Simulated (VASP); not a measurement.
# AgB2 (P6/mmm) in VASP: further runs, part 2 of 2

VASP 6.6.1.

## Step 4: Single point, r2SCAN

File INCAR:

```
SYSTEM = AgB2
PREC = Accurate
ENCUT = 460
EDIFF = 1E-6
ISMEAR = 0
SIGMA = 0.05
LREAL = .False.
LASPH = .True.
NELM = 100
ALGO = Normal
ISIF = 2
LWAVE = .False.
LCHARG = .False.
METAGGA = R2SCAN
LMIXTAU = .True.
ADDGRID = .False.
```

File KPOINTS:

```
regular mesh
0
Gamma
  2 2 2
  0 0 0
```

File POSCAR:

```
AgB2
1.0
    3.0000000000      0.0000000000      0.0000000000
   -1.5000000000      2.5980762114      0.0000000000
    0.0000000000      0.0000000000      3.2400000000
Ag B
1 2
Direct
    0.0172000000      0.0014340000     -0.0107780000
    0.6537670000      0.3220700000      0.4709270000
    0.3421410000      0.7037590000      0.5156140000
```

Potentials or basis: VASP PAW PBE potentials, release 64 (Ag, B).

Launch:

```sh
$ cat potpaw_PBE.64/Ag/POTCAR potpaw_PBE.64/B/POTCAR > POTCAR
$ mpirun -np 1 vasp_std > vasp.out
```

OUTCAR:

```text
SYSTEM = AgB2
   PREC = Accurate
   ENCUT = 460
   EDIFF = 1E-6
   ISMEAR = 0
   LREAL = .False.
   LASPH = .True.
   NELM = 100
   ISIF = 2
   METAGGA = R2SCAN

 Found      8 irreducible k-points:

 Following reciprocal coordinates:
            Coordinates               Weight
  0.000000  0.000000  0.000000      1.000000
  0.500000 -0.000000  0.000000      1.000000
  0.000000  0.500000  0.000000      1.000000
  0.500000  0.500000  0.000000      1.000000
  0.000000  0.000000  0.500000      1.000000
  0.500000 -0.000000  0.500000      1.000000
   k-points           NKPTS =      8   k-points in BZ     NKDIM =      8   number of bands    NBANDS=     12
   number of dos      NEDOS =    301   number of ions     NIONS =      3
   total plane-waves  NPLWV =  13824
   dimension x,y,z NGX =    24 NGY =   24 NGZ =   24
   dimension x,y,z NGXF=    48 NGYF=   48 NGZF=   48
   ions per type =               1   2
   NGX,Y,Z   is equivalent  to a cutoff of  13.30, 13.30, 12.31 a.u.
   NGXF,Y,Z  is equivalent  to a cutoff of  26.60, 26.60, 24.63 a.u.
 SYSTEM =  AgB2
   PREC   = accura    normal or accurate (medium, high low for compatibility)
   ISTART =      0    job   : 0-new  1-cont  2-samecut
   ICHARG =      2    charge: 1-file 2-atom 10-const
   ISPIN  =      1    spin polarized calculation?
   LNONCOLLINEAR =      F non collinear calculations
   LSORBIT =      F    spin-orbit coupling
   LASPH  =      T    aspherical Exc in radial PAW
   ENCUT  =  460.0 eV  33.81 Ry    5.81 a.u.   5.25  5.25  5.67*2*pi/ulx,y,z
[... 67 lines left out ...]
      8      11.0266      2.00000
      9      12.6881      0.00000
     10      15.5191      0.00000
     11      16.4586      0.00000
     12      17.4794      0.00000
[... 61 lines left out ...]
 k-point     6 :       0.5000   -0.0000    0.5000
  band No.  band energies     occupation
      1      -0.9420      2.00000
      2       2.3608      2.00000
      3       2.7451      2.00000
      4       3.2156      2.00000
      5       5.9136      2.00000
      6       5.9910      2.00000
      7       6.1806      2.00000
      8       9.2325      2.00000
      9      10.9287      2.00000
     10      11.9829      0.00000
     11      16.1231      0.00000
     12      20.4310      0.00000

 [... further k-points ...]
[... 5 lines left out ...]
  --------------------------------------------------------------------------------------
  -------------------------------------------------------------------------------------
  Total        5.3090209     12.6636960     10.2394262     -0.0348474     -0.4385364     -0.0814849
  in kB      336.8269767    803.4389963    649.6329624     -2.2108671    -27.8226254     -5.1697531
  external PRESSURE =     596.6329785 kB  Pullay stress =       0.0000000 kB

 VOLUME and BASIS-vectors are now :
 -----------------------------------------------------------------------------
  energy-cutoff  :      460.00
  volume of cell :       25.25
      direct lattice vectors                 reciprocal lattice vectors
     3.000000000  0.000000000  0.000000000     0.333333333  0.192450090  0.000000000
    -1.500000000  2.598076211  0.000000000     0.000000000  0.384900179  0.000000000
     0.000000000  0.000000000  3.240000000     0.000000000  0.000000000  0.308641975

 POSITION                                       TOTAL-FORCE (eV/Angst)
 -----------------------------------------------------------------------------------
      0.04945      0.00373      3.20508        -0.567492     -0.062299      0.254447
      1.47820      0.83676      1.52580         0.242170      0.426888      1.285868
     -0.02922      1.82842      1.67059         0.325323     -0.364589     -1.540314
 -----------------------------------------------------------------------------------
    total drift:                               -0.000073     -0.000086      0.000024

  FREE ENERGIE OF THE ION-ELECTRON SYSTEM (eV)
  ---------------------------------------------------
  free  energy   TOTEN  =       -32.1013007862 eV

  energy  without entropy=      -32.0959026329  energy(sigma->0) =      -32.09860171
```

OSZICAR:

```text
N       E                     dE             d eps       ncg     rms          rms(c)
DAV:   1     0.494729562594E+02    0.49473E+02   -0.79201E+03   192   0.123E+03
DAV:   2    -0.370685406584E+02   -0.86541E+02   -0.81320E+02   220   0.264E+02
DAV:   3    -0.392892196010E+02   -0.22207E+01   -0.22006E+01   224   0.438E+01
DAV:   4    -0.393034508089E+02   -0.14231E-01   -0.14226E-01   212   0.371E+00
DAV:   5    -0.393035553124E+02   -0.10450E-03   -0.10450E-03   228   0.316E-01    0.202E+01
DAV:   6    -0.323107233462E+02    0.69928E+01   -0.16447E+01   208   0.593E+01    0.191E+01
DAV:   7    -0.321880520890E+02    0.12267E+00   -0.15368E+00   208   0.175E+01    0.832E+00
DAV:   8    -0.320987558927E+02    0.89296E-01   -0.68095E-01   204   0.530E+00    0.324E+00
DAV:   9    -0.321066712080E+02   -0.79153E-02   -0.32043E-02   216   0.233E+00    0.152E+00
DAV:  10    -0.321007864334E+02    0.58848E-02   -0.75932E-03   208   0.940E-01    0.100E+00
DAV:  11    -0.321001554474E+02    0.63099E-03   -0.95463E-03   208   0.108E+00    0.117E-01
DAV:  12    -0.321011336449E+02   -0.97820E-03   -0.25649E-03   216   0.574E-01    0.216E-01
DAV:  13    -0.321013888191E+02   -0.25517E-03   -0.14284E-03   200   0.363E-01    0.198E-01
DAV:  14    -0.321012861390E+02    0.10268E-03   -0.26642E-04   192   0.186E-01    0.591E-02
DAV:  15    -0.321012958507E+02   -0.97117E-05   -0.60013E-05   196   0.869E-02    0.182E-02
DAV:  16    -0.321013005676E+02   -0.47169E-05   -0.76245E-06   220   0.344E-02    0.666E-03
DAV:  17    -0.321013007862E+02   -0.21860E-06   -0.10492E-06   100   0.138E-02
   1 F= -.32101301E+02 E0= -.32098602E+02  d E =-.539815E-02
```

Run time: 8.3 s. Hardware: 1 thread of Intel Xeon 6975P-C (Granite Rapids), shared host; peak memory 0.14 GiB.

The run converged, but some of its settings lie outside the range that counts as converged, so its numbers aren't taken as properties of the crystal.

Results:

| Item | Value |
| --- | --- |
| Free energy | -32.1013 eV |
| Pressure | 59.7 GPa |
| Largest force | 1.616 eV/Å |
| Band gap on the k mesh | none (metal or under the smearing width) |

Caveat: the k mesh is coarse (spacing up to 1.21 Å⁻¹), so the values aren't converged; the PAW data sets were made with another functional, which shifts forces and pressure a little.

## Step 5: Single point, r2SCAN

Edit INCAR of step 4 so:

```diff
@@ -2,3 +2,3 @@
 PREC = Accurate
-ENCUT = 460
+ENCUT = 520
 EDIFF = 1E-6
```

KPOINTS is that of step 4.

File POSCAR:

```
AgB2
1.0
    3.0000000000      0.0000000000      0.0000000000
   -1.5000000000      2.5980762114      0.0000000000
    0.0000000000      0.0000000000      3.2400000000
Ag B
1 2
Direct
    0.0000000000      0.0000000000      0.0000000000
    0.6666666667      0.3333333333      0.5000000000
    0.3333333333      0.6666666667      0.5000000000
```

Launch:

```sh
$ cat potpaw_PBE.64/Ag/POTCAR potpaw_PBE.64/B/POTCAR > POTCAR
$ mpirun -np 1 vasp_std > vasp.out
```

It took 9.9 s on 1 thread of Intel Xeon 6975P-C (Granite Rapids), shared host; peak memory 0.14 GiB.

These settings aren't checked as converged: the numbers below hold their error.

What came out:

| Property | Result |
| --- | --- |
| Free energy | -32.2150 eV |
| Pressure | 57.7 GPa |
| Band gap on the k mesh | none (metal or under the smearing width) |

Caveat: the k mesh is coarse (spacing up to 1.21 Å⁻¹), so the values aren't converged; a pressure of tens of GPa on the cell as given is suspect, and the run, the potentials or the cell itself is likely at fault; the PAW data sets were made with another functional, which shifts forces and pressure a little.

## Step 6: Single point, r2SCAN

INCAR is that of step 5.

KPOINTS is that of step 5.

File POSCAR:

```
AgB2
1.0
    3.0000000000      0.0000000000      0.0000000000
   -1.5000000000      2.5980762114      0.0000000000
    0.0000000000      0.0000000000      3.2400000000
Ag B
1 2
Direct
    0.0172000000      0.0014340000     -0.0107780000
    0.6537670000      0.3220700000      0.4709270000
    0.3421410000      0.7037590000      0.5156140000
```

Potentials or basis: VASP PAW PBE potentials, release 64 (Ag, B).

Launch:

```sh
$ cat potpaw_PBE.64/Ag/POTCAR potpaw_PBE.64/B/POTCAR > POTCAR
$ mpirun -np 1 vasp_std > vasp.out
```

OUTCAR:

```text
SYSTEM = AgB2
   PREC = Accurate
   ENCUT = 520
   EDIFF = 1E-6
   ISMEAR = 0
   LREAL = .False.
   LASPH = .True.
   NELM = 100
   ISIF = 2
   METAGGA = R2SCAN

 Found      8 irreducible k-points:

 Following reciprocal coordinates:
            Coordinates               Weight
  0.000000  0.000000  0.000000      1.000000
  0.500000 -0.000000  0.000000      1.000000
  0.000000  0.500000  0.000000      1.000000
  0.500000  0.500000  0.000000      1.000000
  0.000000  0.000000  0.500000      1.000000
  0.500000 -0.000000  0.500000      1.000000
   k-points           NKPTS =      8   k-points in BZ     NKDIM =      8   number of bands    NBANDS=     12
   number of dos      NEDOS =    301   number of ions     NIONS =      3
   total plane-waves  NPLWV =  13824
   dimension x,y,z NGX =    24 NGY =   24 NGZ =   24
   dimension x,y,z NGXF=    48 NGYF=   48 NGZF=   48
   ions per type =               1   2
   NGX,Y,Z   is equivalent  to a cutoff of  13.30, 13.30, 12.31 a.u.
   NGXF,Y,Z  is equivalent  to a cutoff of  26.60, 26.60, 24.63 a.u.
 SYSTEM =  AgB2
   PREC   = accura    normal or accurate (medium, high low for compatibility)
   ISTART =      0    job   : 0-new  1-cont  2-samecut
   ICHARG =      2    charge: 1-file 2-atom 10-const
   ISPIN  =      1    spin polarized calculation?
   LNONCOLLINEAR =      F non collinear calculations
   LSORBIT =      F    spin-orbit coupling
   LASPH  =      T    aspherical Exc in radial PAW
   ENCUT  =  520.0 eV  38.22 Ry    6.18 a.u.   5.58  5.58  6.02*2*pi/ulx,y,z
   NELM   =    100;   NELMIN=  2; NELMDL= -5     # of ELM steps
   EDIFF  = 0.1E-05   stopping-criterion for ELM
   LREAL  =      F    real-space projection
   EDIFFG = 0.1E-04   stopping-criterion for IOM
   NSW    =      0    number of steps for IOM
   IBRION =     -1    ionic relax: 0-MD 1-quasi-New 2-CG
   NFREE  =      0    steps in history (QN), initial steepest desc. (CG)
   ISIF   =      2    stress and relaxation
   ISYM   =      2    0-nonsym 1-usesym 2-fastsym
   POTIM  = 0.5000    time-step for ionic-motion
   TEBEG  =    0.0;   TEEND  =   0.0 temperature during run
   PSTRESS=    0.0 pullay stress
   NELECT =      17.0000    total number of electrons
   NUPDOWN=      -1.0000    fix difference up-down
   EMIN   =  10.00;   EMAX   =-10.00  energy-range for DOS
   EFERMI =   0.00;   METHOD = LEGACY
   ISMEAR =     0;   SIGMA  =   0.05  broadening in eV -4-tet -1-fermi 0-gaus
   EFERMI_NEDOS =   21; number of points for ismear=-14 and -15
   IALGO  =     38    algorithm
   IMIX   =      4    mixing-type and parameters
     AMIX     =   0.40;   BMIX     =  1.00
     AMIX_MAG =   1.60;   BMIX_MAG =  1.00
  volume/ion in A,a.u.               =       8.42        56.81
  Fermi-wavevector in a.u.,A,eV,Ry     =   1.434779  2.711340 28.008838  2.058591
  Thomas-Fermi vector in A             =   2.554150
   LORBIT       =      0    0 simple, 1 ext, 2 COOP (PROOUT), +10 PAW based schemes
   METAGGA = R2SCAN    functional components
   LHFCALC =     F    Hartree Fock is set to
   AEXX    =    0.0000 exact exchange contribution
   IVDW    =     0    specifies the selected vdW correction
   LEPSILON=     F    determine dielectric tensor
   LRPA    =     F    only Hartree local field effects (RPA)
 non-spin polarized calculation
 Gauss-broadening in eV      SIGMA  =   0.05
  energy-cutoff  :      520.00
  volume of cell :       25.25
 maximum number of plane-waves:       697
 NGX is ok and might be reduce to    24
   NGX = 11   NGY = 11   NGZ = 13

 number of electron      17.0000003 magnetization

 Free energy of the ion-electron system (eV)
  ---------------------------------------------------
  ext. energy  EPLUGINS =         0.00000000
  ---------------------------------------------------
  free energy    TOTEN  =       -32.10354574 eV

  energy without entropy =      -32.09815459  energy(sigma->0) =      -32.10085016

 E-fermi :  11.4480     XC(G=0): -14.2245

 val. band max:       11.4027415808   @ k =   0.0000   0.0000   0.5000
 cond. band min:      11.4789829901   @ k =   0.0000   0.5000   0.5000
 fundamental gap:      0.0762414093
 Fermi energy:        11.4479860179

 k-point     1 :       0.0000    0.0000    0.0000
  band No.  band energies     occupation
      1      -4.4579      2.00000
      2       3.3700      2.00000
      3       3.7921      2.00000
      4       3.9711      2.00000
      5       5.3864      2.00000
      6       5.5644      2.00000
      7       7.4427      2.00000
      8      11.0260      2.00000
      9      12.6874      0.00000
     10      15.5185      0.00000
     11      16.4581      0.00000
     12      17.4789      0.00000

 k-point     2 :       0.5000   -0.0000    0.0000
  band No.  band energies     occupation
      1      -0.2328      2.00000
      2       0.2080      2.00000
      3       2.9537      2.00000
      4       3.3999      2.00000
      5       5.1924      2.00000
      6       6.0776      2.00000
      7       7.1025      2.00000
      8       7.3158      2.00000
      9      14.0569      0.00000
     10      15.2236      0.00000
     11      17.1739      0.00000
     12      17.6179      0.00000

 k-point     3 :       0.0000    0.5000    0.0000
  band No.  band energies     occupation
      1      -0.6365      2.00000
      2       0.4402      2.00000
      3       3.1987      2.00000
      4       3.4571      2.00000
      5       5.0691      2.00000
      6       6.0644      2.00000
      7       7.3007      2.00000
      8       7.5084      2.00000
      9      12.9601      0.00000
     10      15.7110      0.00000
     11      17.4805      0.00000
     12      17.6473      0.00000

 k-point     4 :       0.5000    0.5000    0.0000
  band No.  band energies     occupation
      1      -0.2308      2.00000
      2       0.2221      2.00000
      3       2.9422      2.00000
      4       3.4180      2.00000
      5       5.2108      2.00000
      6       6.0698      2.00000
      7       7.0215      2.00000
      8       7.3161      2.00000
      9      14.0702      0.00000
     10      15.1964      0.00000
     11      17.2532      0.00000
     12      17.6535      0.00000

 k-point     5 :       0.0000    0.0000    0.5000
  band No.  band energies     occupation
      1      -2.3068      2.00000
      2       0.7439      2.00000
      3       4.4204      2.00000
      4       4.5271      2.00000
      5       4.6358      2.00000
      6       4.8579      2.00000
      7       5.7397      2.00000
      8       9.5874      2.00000
      9      11.4027      1.79935
     10      18.0028      0.00000
     11      19.0424      0.00000
     12      20.5993      0.00000

 k-point     6 :       0.5000   -0.0000    0.5000
  band No.  band energies     occupation
      1      -0.9421      2.00000
      2       2.3606      2.00000
      3       2.7447      2.00000
      4       3.2153      2.00000
      5       5.9131      2.00000
      6       5.9905      2.00000
      7       6.1802      2.00000
      8       9.2319      2.00000
      9      10.9282      2.00000
     10      11.9825      0.00000
     11      16.1224      0.00000
     12      20.4305      0.00000

 [... further k-points ...]
[... 5 lines left out ...]
  --------------------------------------------------------------------------------------
  -------------------------------------------------------------------------------------
  Total        5.2924201     12.6413171     10.2183315     -0.0348759     -0.4383120     -0.0814809
  in kB      335.7737499    802.0191820    648.2946216     -2.2126742    -27.8083838     -5.1694938
  external PRESSURE =     595.3625178 kB  Pullay stress =       0.0000000 kB

 VOLUME and BASIS-vectors are now :
 -----------------------------------------------------------------------------
  energy-cutoff  :      520.00
  volume of cell :       25.25
      direct lattice vectors                 reciprocal lattice vectors
     3.000000000  0.000000000  0.000000000     0.333333333  0.192450090  0.000000000
    -1.500000000  2.598076211  0.000000000     0.000000000  0.384900179  0.000000000
     0.000000000  0.000000000  3.240000000     0.000000000  0.000000000  0.308641975

 POSITION                                       TOTAL-FORCE (eV/Angst)
 -----------------------------------------------------------------------------------
      0.04945      0.00373      3.20508        -0.568775     -0.061917      0.254574
      1.47820      0.83676      1.52580         0.242858      0.426674      1.286540
     -0.02922      1.82842      1.67059         0.325917     -0.364757     -1.541114
 -----------------------------------------------------------------------------------
    total drift:                               -0.000069     -0.000088      0.000026

  FREE ENERGIE OF THE ION-ELECTRON SYSTEM (eV)
  ---------------------------------------------------
  free  energy   TOTEN  =       -32.1035457380 eV

  energy  without entropy=      -32.0981545876  energy(sigma->0) =      -32.10085016
```

stdout:

```text
POSCAR found type information on POSCAR AgB
 POSCAR found :  2 types and       3 ions
 scaLAPACK will be used
 -----------------------------------------------------------------------------
|                                                                             |
|                                                                             |
|     You enforced a specific xc type in the INCAR file but a different       |
|     I HOPE YOU KNOW WHAT YOU ARE DOING!                                     |
|                                                                             |
 -----------------------------------------------------------------------------

 LDA part: xc-table for (None), standard interpolation
 POSCAR, INCAR and KPOINTS ok, starting setup
 FFT: planning ... GRIDC
 FFT: planning ... GRID_SOFT
 FFT: planning ... GRID
 WAVECAR not read
 entering main loop
```

Run time: 8.9 s. Hardware: 1 thread of Intel Xeon 6975P-C (Granite Rapids), shared host; peak memory 0.14 GiB.

These settings aren't checked as converged: the numbers below hold their error.

What came out:

- Free energy: -32.1035 eV
- Pressure: 59.5 GPa
- Largest force: 1.617 eV/Å
- Band gap on the k mesh: none (metal or under the smearing width)

Caveat: the k mesh is coarse (spacing up to 1.21 Å⁻¹), so the values aren't converged; the PAW data sets were made with another functional, which shifts forces and pressure a little.
